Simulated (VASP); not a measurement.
Level of theory: PBEsol GGA, VASP's PBE PAW potentials (set 64) (plane waves; VASP).

A VASP calculation is set up with these files.

INCAR:
```
SYSTEM=BaSr3O4
PREC=Accurate; ENCUT=520; LREAL=.FALSE.
LASPH=.TRUE.
EDIFF=1E-7; NELM=100; ALGO=Normal
LMAXMIX=4
ISMEAR=-5
GGA=PS
ISIF=2
LWAVE=.FALSE.; LCHARG=.TRUE.; LORBIT=11
NEDOS=601
LEFG=.TRUE.
```

**POSCAR**
```
BaSr3O4
3.6962610
  0.0000000000   0.7071068136   0.7071068136
  0.7071068136   0.0000000000   0.7071068136
  2.8366467815   2.8366467815  -0.0082195273
Sr O Ba
3 4 1
Cart
  0.7233242438   0.7233242438   1.3979961968
  1.4162685090   1.4162685090   1.4121587454
  1.4021059606   1.4021059606   0.0121076668
  0.7164545472   0.7164545472   0.6977590797
  1.4089756572   1.4089756572   0.7123447838
  2.1017766549   2.1017766549   0.7266505995
  2.8603003310   2.8603003310   0.6752337368
  2.8345918997   2.8345918997   1.4080489817
```

**KPOINTS**
```
Automatic mesh
0
G
  8 8 2
0 0 0
```

POTCAR, in this order: Sr_sv O Ba_sv (PBE.64 set). Program: vasp_std.

The resulting files:

File OSZICAR:
```
       N       E                     dE             d eps       ncg     rms          rms(c)
DAV:   1     0.444114669070E+03    0.44411E+03   -0.33842E+04  1520   0.162E+03
DAV:   2    -0.290764318860E+02   -0.47319E+03   -0.45729E+03  2100   0.347E+02
DAV:   3    -0.572866429791E+02   -0.28210E+02   -0.28053E+02  1880   0.859E+01
DAV:   4    -0.584395772813E+02   -0.11529E+01   -0.11513E+01  2424   0.141E+01
DAV:   5    -0.584550823824E+02   -0.15505E-01   -0.15501E-01  1874   0.170E+00    0.305E+01
DAV:   6    -0.505381096707E+02    0.79170E+01   -0.56338E+01  1652   0.301E+01    0.387E+01
DAV:   7    -0.506127298920E+02   -0.74620E-01   -0.44721E+00  2026   0.909E+00    0.294E+01
DAV:   8    -0.503779537596E+02    0.23478E+00   -0.48122E+00  1682   0.988E+00    0.960E+00
DAV:   9    -0.501664374021E+02    0.21152E+00   -0.93831E-01  1712   0.486E+00    0.348E+00
DAV:  10    -0.501762746039E+02   -0.98372E-02   -0.53297E-02  1924   0.110E+00    0.265E+00
DAV:  11    -0.501685603048E+02    0.77143E-02   -0.23548E-02  2242   0.695E-01    0.108E+00
DAV:  12    -0.501672900235E+02    0.12703E-02   -0.84503E-03  2088   0.429E-01    0.200E-01
DAV:  13    -0.501673237528E+02   -0.33729E-04   -0.70041E-04  2088   0.130E-01    0.149E-01
DAV:  14    -0.501672971596E+02    0.26593E-04   -0.84686E-05  2280   0.452E-02    0.977E-02
DAV:  15    -0.501672857822E+02    0.11377E-04   -0.76592E-05  2008   0.467E-02    0.250E-02
DAV:  16    -0.501672872748E+02   -0.14926E-05   -0.12800E-05  2076   0.166E-02    0.102E-02
DAV:  17    -0.501672875761E+02   -0.30131E-06   -0.12115E-06  1800   0.518E-03    0.323E-03
DAV:  18    -0.501672877290E+02   -0.15286E-06   -0.19014E-07  1264   0.237E-03    0.275E-03
DAV:  19    -0.501672876708E+02    0.58182E-07   -0.62603E-08  1114   0.163E-03
   1 F= -.50167288E+02 E0= -.50167288E+02  d E =0.000000E+00
```

File OUTCAR:
```
------------------------ aborting loop because EDIFF is reached ----------------------------------------
  FORCE on cell =-STRESS in cart. coord.  units (eV):
  Direction    XX          YY          ZZ          XY          YZ          ZX
  --------------------------------------------------------------------------------------
  Total       -0.0205473     -0.0205473     -0.0205473     -0.0084244      0.0084244      0.0084244
  in kB       -0.2294787     -0.2294787     -0.2294787     -0.0940866      0.0940866      0.0940866
  external PRESSURE =      -0.2294787 kB  Pullay stress =       0.0000000 kB
  volume of cell :      143.46
      direct lattice vectors                 reciprocal lattice vectors
     0.000000000  2.613651338  2.613651338    -0.191026491  0.191580013  0.191026491
     2.613651338  0.000000000  2.613651338     0.191580013 -0.191026491  0.191026491
    10.484986869 10.484986869 -0.030381518     0.047618242  0.047618242 -0.047618242
 POSITION                                       TOTAL-FORCE (eV/Angst)
 -----------------------------------------------------------------------------------
      2.67360      2.67360      5.16736        -0.001666     -0.001666      0.001666
      2.62125      2.62125     -0.00760         0.000000      0.000000      0.000000
      5.18255      5.18255      0.04475         0.001666      0.001666     -0.001666
      2.64820      2.64820      2.57910        -0.006568     -0.006568      0.006568
      5.20794      5.20794      2.63301         0.006568      0.006568     -0.006568
      7.76872      7.76872      2.68589        -0.000453     -0.000453      0.000453
     10.57242     10.57242      2.49584         0.000453      0.000453     -0.000453
      7.86374      7.86374     -0.02279         0.000000      0.000000      0.000000
 -----------------------------------------------------------------------------------
    total drift:                                0.000000      0.000000      0.000000
  FREE ENERGIE OF THE ION-ELECTRON SYSTEM (eV)
  ---------------------------------------------------
  free  energy   TOTEN  =       -50.1672876708 eV

  energy  without entropy=      -50.1672876708  energy(sigma->0) =      -50.16728767

 total charge

# of ion       s       p       d       tot
------------------------------------------
    1        2.014   5.778   0.250   8.042
    2        2.015   5.778   0.252   8.045
    3        2.014   5.778   0.250   8.042
    4        1.548   3.393   0.000   4.941
    5        1.548   3.393   0.000   4.941
    6        1.552   3.388   0.000   4.940
    7        1.552   3.388   0.000   4.940
    8        2.019   5.614   0.391   8.024
--------------------------------------------------
tot         14.262  36.510   1.144  51.916
```
(Selected blocks of OUTCAR.)

The structure was generated: BaSr3O4 was put into an ordered model structure (R-3m), which need not be its known phase. It was relaxed first.
